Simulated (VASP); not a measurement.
**Ca2ZrN2: relaxation of cell and atoms with PBE**

Crystal: Ca2ZrN2.

```
Ca Zr N
1.0
     3.69176    0.00000    0.00000
    -1.84588    3.19716    0.00000
     0.00000    0.00000    6.11911
Ca Zr N
2 1 2
Direct
  0.66667 0.33333 0.38357
  0.33333 0.66667 0.61643
  0.00000 0.00000 0.00000
  0.66667 0.33333 0.77690
  0.33333 0.66667 0.22310
```

The cell was built by a generator and needn't be a form met in nature.

```
Program                : VASP 6.6.1
Task                   : relaxation of cell and atoms
Functional             : PBE
Potentials or basis    : VASP PAW PBE potentials, release 64 (Ca_sv, Zr_sv, N)
Cutoff                 : 520 eV
k mesh                 : 4 × 4 × 3
Occupations            : gaussian, width 0.15 eV
Spin                   : no spin polarisation
Further INCAR settings : PREC = Normal; ALGO = Fast; EDIFF = 0.0001; IBRION = 2; EDIFFG = -0.08; NSW = 24; ISIF = 3
```

- Relaxed volume: 16.78 Å³/atom
- Relaxed cell: a = 3.376 Å, b = 3.376 Å, c = 8.501 Å, α = 90.00°, β = 90.00°, γ = 120.00°
- Space group after relaxing (to 0.05 Å): P-3m1 (No. 164)
- Energy gained by relaxing: 672.4 meV/atom
- Ionic steps: 18
- Pressure after relaxing: -0.1 GPa
- Largest force after relaxing: 0.028 eV/Å
- Band gap on the k mesh: 0.17 eV, indirect (least direct gap 0.75 eV)

Forces on the atoms (eV/Å):
```
Ca   0.000  0.000 -0.028
Ca   0.000  0.000  0.028
Zr   0.000  0.000  0.000
N    0.000  0.000  0.022
N    0.000  0.000 -0.022
```

Stress tensor (GPa, compression positive):
```
-0.06  0.00  0.00
 0.00 -0.06  0.00
 0.00  0.00 -0.23
```

Step by step:
```
step  energy change (eV)  largest force (eV/Å)  pressure (GPa)  volume (Å³)
   1              0.0000                2.0563            2.36        72.22
   2             -0.6943                1.0730           -1.14        74.41
   3             -1.1538                0.8134           -1.48        76.85
   4             -1.9811                0.8631            3.10        81.46
   5             -1.0045                2.5417           13.72        89.65
   6             -2.1102                2.1637            7.27        85.11
   7             -2.5138                1.5407            0.66        90.81
   8             -2.5408                1.2420           -1.93        93.29
   9             -2.7481                1.1836           -1.49        91.70
  10             -3.1011                0.9107            0.71        87.26
  11             -3.1188                0.7931            1.58        85.65
  12             -3.2303                0.5493           -0.58        85.95
  13             -3.2900                0.5819           -3.40        86.37
  14             -3.3439                0.2875            1.45        82.74
  15             -3.3494                0.3516            0.44        83.59
  16             -3.3494                0.3568            0.18        83.67
  17             -3.3590                0.1865           -0.02        83.79
  18             -3.3622                0.0282           -0.12        83.90
```

Final structure:
```
Ca Zr N
1.0
     3.37589    0.00000    0.00000
    -1.68794    2.92361    0.00000
     0.00000    0.00000    8.50063
Ca Zr N
2 1 2
Direct
  0.66667 0.33333 0.31329
  0.33333 0.66667 0.68671
  0.00000 0.00000 0.00000
  0.66667 0.33333 0.85623
  0.33333 0.66667 0.14377
```

Levels at points of the mesh, in eV from the valence-band top:
```
           k point  band 18  band 19  band 20  band 21  band 22  band 23  band 24  band 25
(0.00, 0.00, 0.00)    -2.88    -1.96    -1.87    -1.87     1.31     1.31     1.90     1.98
(0.50, 0.00, 0.00)    -3.57    -2.68    -2.34    -0.64     0.35     1.22     2.30     3.42
```

It took 90 s on 2 MPI ranks on Intel(R) Xeon(R) Platinum 8488C (Sapphire Rapids), on a shared host, peak memory 0.16 GiB a rank.

Caveat: the k mesh is coarse (spacing up to 0.49 Å⁻¹), so the values aren't converged; the volume moved by over 15 % at a fixed basis, so the end points are rough; an odd mesh through Γ misses points on the zone boundary, where band edges often lie; the relaxation stopped at a loose force limit of 0.08 eV/Å, so its end isn't a converged minimum. A hybrid or GW would open this gap; PBE tends to underestimate it.
